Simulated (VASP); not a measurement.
# A VASP study of TlAgCl2 (r2SCAN): structure first, properties next, part 2 of 4

What structure does TlAgCl2 take at this level, and what are its properties? The cell is invented: it takes the structure of COD entry 9008597, AgCl (space group 225 there), with some of its atoms replaced by other elements, volume scaled by an estimate. It may not be a known or stable phase.

VASP 6.6.1; r2SCAN; plane waves and PAW (Tl_d, Ag, Cl); invented cell.

So far, gap on the k-mesh (eV): step 2 (rough relaxation of the start cell) 2.58. The relaxed cell has a = 4.175, c = 20.789 Å (conventional setting).

### 3. Full relaxation (r2SCAN)

Properties are meant for the cell that this level of theory prefers, so cell and atoms are relaxed first (ISIF = 3) until forces and stress are small; EDIFFG sets the threshold.

File INCAR:

```
SYSTEM = TlAgCl2
PREC = Accurate
ENCUT = 400
EDIFF = 1E-06
NELM = 100
ISMEAR = 0
SIGMA = 0.05
LREAL = .FALSE.
ALGO = Normal
METAGGA = R2SCAN
LASPH = .TRUE.
NBANDS = 25
LORBIT = 11
LWAVE = .FALSE.
LCHARG = .FALSE.
KPAR = 2
IBRION = 2
NSW = 60
ISIF = 3
EDIFFG = -0.01
```

File POSCAR:

```
TlAgCl2
1.0
    2.0877267630      1.2053496089      6.9296261584
   -2.0877267630      1.2053496089      6.9296261584
    0.0000000000     -2.4106992178      6.9296261584
Tl Ag Cl
1 1 2
Direct
    0.0000000000      0.0000000000      0.0000000000
    0.5000000000      0.5000000000      0.5000000000
    0.7657073140      0.7657073140      0.7657073140
    0.2342926860      0.2342926860      0.2342926860
```

File KPOINTS:

```
Automatic mesh
0
Gamma
6 6 6
0 0 0
```

PAW data sets: Tl_d, Ag and Cl (PBE family, release 64).

On the command line:

```
$ mpirun -np 2 vasp_std
```

Output:

```text
[banner, memory and clock lines left out]
running    2 mpi-ranks, on    1 nodes
 distrk:  each k-point on    1 cores,    2 groups
 distr:  one band on    1 cores,    1 groups

 POSCAR found type information on POSCAR TlAgCl
 POSCAR found :  3 types and       4 ions
 [... a notice as in an earlier step ...]

 LDA part: xc-table for (None), standard interpolation
 POSCAR, INCAR and KPOINTS ok, starting setup
 FFT: planning ... GRIDC
 FFT: planning ... GRID_SOFT
 FFT: planning ... GRID
 WAVECAR not read
 entering main loop
       N       E                     dE             d eps       ncg     rms          rms(c)
DAV:   1     0.118588643710E+03    0.11859E+03   -0.16454E+04  1624   0.113E+03
DAV:   2    -0.899335671878E+02   -0.20852E+03   -0.20282E+03  1915   0.266E+02
DAV:   3    -0.100857371289E+03   -0.10924E+02   -0.10869E+02  1846   0.598E+01
DAV:   4    -0.100972121642E+03   -0.11475E+00   -0.11467E+00  1912   0.687E+00
DAV:   5    -0.100973892606E+03   -0.17710E-02   -0.17708E-02  1945   0.848E-01    0.689E+00
DAV:   6    -0.902300277513E+02    0.10744E+02   -0.68292E+00  1622   0.221E+01    0.696E+00
DAV:   7    -0.901376715448E+02    0.92356E-01   -0.46870E-01  1834   0.490E+00    0.477E+00
DAV:   8    -0.901108971339E+02    0.26774E-01   -0.18286E-01  1863   0.410E+00    0.136E+00
DAV:   9    -0.901173444122E+02   -0.64473E-02   -0.42058E-02  1942   0.122E+00    0.422E-01
DAV:  10    -0.901169256788E+02    0.41873E-03   -0.51584E-03  1725   0.638E-01    0.130E-01
DAV:  11    -0.901171964291E+02   -0.27075E-03   -0.99481E-04  1843   0.191E-01    0.563E-02
DAV:  12    -0.901172969446E+02   -0.10052E-03   -0.11822E-04  1662   0.968E-02    0.228E-02
DAV:  13    -0.901172958493E+02    0.10953E-05   -0.24992E-05  1904   0.310E-02    0.902E-03
DAV:  14    -0.901172965876E+02   -0.73830E-06   -0.56081E-06  1690   0.213E-02
   1 F= -.90117297E+02 E0= -.90117297E+02  d E =-.901173E+02
 curvature:   0.00 expect dE= 0.000E+00 dE for cont linesearch  0.000E+00
 trial: gam= 0.00000 g(F)=  0.906E-04 g(S)=  0.183E-03 ort = 0.000E+00 (trialstep = 0.100E+01)
 search vector abs. value=  0.273E-03
 bond charge predicted
       N       E                     dE             d eps       ncg     rms          rms(c)
DAV:   1    -0.901177961930E+02   -0.50034E-03   -0.31618E-02  1635   0.111E+00    0.110E-01
DAV:   2    -0.901176273529E+02    0.16884E-03   -0.86669E-04  1802   0.209E-01    0.619E-02
DAV:   3    -0.901175621910E+02    0.65162E-04   -0.73593E-05  1846   0.664E-02    0.272E-02
DAV:   4    -0.901175542467E+02    0.79443E-05   -0.27938E-05  1850   0.393E-02    0.913E-03
DAV:   5    -0.901175549757E+02   -0.72903E-06   -0.17678E-06  1252   0.940E-03
   2 F= -.90117555E+02 E0= -.90117555E+02  d E =-.258388E-03
[...]
3 F= -.90118141E+02 E0= -.90118141E+02  d E =-.844295E-03
[...]
4 F= -.90118413E+02 E0= -.90118413E+02  d E =-.111611E-02
[...]
5 F= -.90118456E+02 E0= -.90118456E+02  d E =-.115944E-02
[...]
6 F= -.90118542E+02 E0= -.90118542E+02  d E =-.862355E-04
[...]
7 F= -.90118587E+02 E0= -.90118587E+02  d E =-.130839E-03
 curvature:  -1.20 expect dE=-0.239E-04 dE for cont linesearch -0.396E-07
 trial: gam= 0.10237 g(F)=  0.119E-04 g(S)=  0.799E-05 ort = 0.307E-05 (trialstep = 0.220E+01)
 search vector abs. value=  0.235E-04
 bond charge predicted
       N       E                     dE             d eps       ncg     rms          rms(c)
DAV:   1    -0.901186907511E+02   -0.10351E-03   -0.13275E-02  1600   0.702E-01    0.743E-02
DAV:   2    -0.901186481542E+02    0.42597E-04   -0.41007E-04  1822   0.137E-01    0.381E-02
DAV:   3    -0.901186250983E+02    0.23056E-04   -0.21449E-05  1831   0.370E-02    0.198E-02
DAV:   4    -0.901186197574E+02    0.53409E-05   -0.16589E-05  1712   0.301E-02    0.534E-03
DAV:   5    -0.901186200355E+02   -0.27811E-06   -0.20098E-06  1438   0.883E-03
   8 F= -.90118620E+02 E0= -.90118620E+02  d E =-.331736E-04
 trial-energy change:   -0.000033  1 .order   -0.000032   -0.000045   -0.000020
 step:   4.0715(harm=  4.0715)  dis= 0.00201  next Energy=   -90.118628 (dE=-0.412E-04)
 reached required accuracy - stopping structural energy minimisation
```

It took 27 min on 2 MPI ranks of AMD EPYC 7R43, shared host; peak memory 0.67 GiB.

Parts of OUTCAR (step 3):

```text
  LATTYP: Found a trigonal (rhomboedric) cell.
 ALAT       =     7.3369741319
 COS(alpha) =     0.8380640262

The static configuration has the point symmetry D_3d.

 Found     32 irreducible k-points:

   k-points           NKPTS =     32   k-points in BZ     NKDIM =     32   number of bands    NBANDS=     25

   dimension x,y,z NGX =    48 NGY =   48 NGZ =   48
   dimension x,y,z NGXF=    96 NGYF=   96 NGZF=   96

   ENCUT  =  400.0 eV  29.40 Ry    5.42 a.u.  11.96 11.96 11.96*2*pi/ulx,y,z

   NELECT =      38.0000    total number of electrons

 E-fermi :   2.8304

 k-point     1 :       0.0000    0.0000    0.0000
  band No.  band energies     occupation
    ...
     15       0.7001      2.00000
     16       0.7001      2.00000
     17       1.2068      2.00000
     18       2.2820      2.00000
     19       2.2820      2.00000
     20       6.3053      0.00000
     21       7.1556      0.00000
     22       9.0108      0.00000
     23       9.0108      0.00000
     24      11.8968      0.00000
    ...

 k-point     2 :       0.1667    0.0000    0.0000
  band No.  band energies     occupation
    ...
     15       0.8120      2.00000
     16       0.9389      2.00000
     17       1.3845      2.00000
     18       2.1429      2.00000
     19       2.1794      2.00000
     20       6.6841      0.00000
     21       6.9160      0.00000
     22       8.6306      0.00000
     23       8.9997      0.00000
     24      11.1199      0.00000
    ...

  Total        0.0026563      0.0026563      0.0164278     -0.0000000     -0.0000000      0.0000000
  in kB        0.0407025      0.0407025      0.2517226     -0.0000000     -0.0000000      0.0000000
  external PRESSURE =       0.1110425 kB  Pullay stress =       0.0000000 kB

  energy-cutoff  :      400.00
  volume of cell :      104.56
      direct lattice vectors                 reciprocal lattice vectors
     2.074306449  1.197601387  7.015068813     0.241044422  0.139167062  0.047516759
    -2.074306449  1.197601387  7.015068813    -0.241044422  0.139167062  0.047516759
     0.000000000 -2.395202774  7.015068813     0.000000000 -0.278334124  0.047516759

 POSITION                                       TOTAL-FORCE (eV/Angst)
 -----------------------------------------------------------------------------------
     -0.00000     -0.00000      0.00000        -0.000000     -0.000000      0.000000
      0.00000      0.00000     10.52260         0.000000      0.000000      0.000000
      0.00000      0.00000     16.10235         0.000000     -0.000000      0.004336
      0.00000      0.00000      4.94285        -0.000000      0.000000     -0.004336
 -----------------------------------------------------------------------------------
    total drift:                                0.000000     -0.000000     -0.000000

  FREE ENERGIE OF THE ION-ELECTRON SYSTEM (eV)
  ---------------------------------------------------
  free  energy   TOTEN  =       -90.1186200355 eV

  energy  without entropy=      -90.1186200355  energy(sigma->0) =      -90.11862004

 total charge
# of ion       s       p       d       tot
------------------------------------------
    1        1.323   0.126   9.660  11.109
    2        0.187   0.128   9.385   9.700
    3        1.610   3.520   0.000   5.131
    4        1.610   3.520   0.000   5.131
--------------------------------------------------
tot          4.730   7.295  19.045  31.070

[... 2 parts as in an earlier step ...]

[... 7 further parts left out ...]
```

CONTCAR:

```
TlAgCl2
   1.00000000000000
     2.0743064491496832    1.1976013870803788    7.0150688128607364
    -2.0743064491496832    1.1976013870803788    7.0150688128607364
     0.0000000000000000   -2.3952027741607576    7.0150688128607364
  Tl              Ag              Cl
     1     1     2
Direct
     0.0000000000000000    0.0000000000000000    0.0000000000000000
     0.5000000000000000    0.5000000000000000    0.5000000000000000
     0.7651316867788992    0.7651316867788992    0.7651316867788992
     0.2348683132211007    0.2348683132211007    0.2348683132211007
```

Relaxation path:

| step | energy less that of the first step (eV) | largest force (eV/Å) | pressure (GPa) | volume (Å³) |
| --- | --- | --- | --- | --- |
| 1 | 0.0000 | 0.0306 | 0.01 | 104.63 |
| 2 | -0.0003 | 0.0254 | 0.00 | 104.66 |
| 3 | -0.0008 | 0.0111 | -0.03 | 104.75 |
| 4 | -0.0011 | 0.0187 | -0.12 | 104.93 |
| 5 | -0.0012 | 0.0106 | -0.10 | 104.88 |
| 6 | -0.0012 | 0.0118 | 0.08 | 104.35 |
| 7 | -0.0013 | 0.0111 | 0.01 | 104.54 |
| 8 | -0.0013 | 0.0043 | 0.01 | 104.56 |

| conventional cell, symmetrised | before | after | change |
| --- | --- | --- | --- |
| a (Å) | 4.175 | 4.149 | -0.6 % |
| b (Å) | 4.175 | 4.149 | -0.6 % |
| c (Å) | 20.789 | 21.045 | +1.2 % |
| volume (Å³/atom) | 26.16 | 26.14 | -0.1 % |

The atoms that moved most (Å, as changes of fractional coordinates times the final cell):

| atom | dx | dy | dz | length |
| --- | --- | --- | --- | --- |
| Cl3 | 0.000 | 0.000 | -0.012 | 0.012 |
| Cl4 | 0.000 | 0.000 | 0.012 | 0.012 |

The relaxed structure:

```xyz
4
Lattice="2.0743 1.1976 7.0151 -2.0743 1.1976 7.0151 0.0000 -2.3952 7.0151" Properties=species:S:1:pos:R:3 pbc="T T T"
Tl    0.0000    0.0000    0.0000
Ag    0.0000    0.0000   10.5226
Cl    0.0000    0.0000   16.1024
Cl    0.0000    0.0000    4.9429
```

This step gave:

```yaml
irreducible_k_points: 32
free_energy_toten: -90.1186 eV
fermi_energy: 2.830 eV
pressure: 0.01110 GPa
valence_top_at_k: 0.5, 0.3333, 0.3333
conduction_bottom_at_k: 0.5, 0.5, 0.5
least_direct_gap_at_k: 0.5, 0.5, 0.5
scf_cycles_over_all_ionic_steps: 58
gap_on_the_k_mesh: 2.543 eV
least_direct_gap_on_the_k_mesh: 2.911 eV
```

It ends with a largest force of 0.004 eV/Å and a pressure of 0.01 GPa.

[end of part 2 of 4]

[Lines on the potential files, build, host, timing and source positions are cut from VASP's logs without a mark.]

[Logs are printed without paths, hosts, clocks, repeated set-up lines and the standing remarks that a program may print on its own settings, such as how far it seeks lower states.]

[Hosts, paths, dates, database ids (printed as entryN), source tags and the programs' standing remarks are cut or masked in the printed files.]

[A measured line is paired with the nearest computed mode of its activity, which favours agreement.]
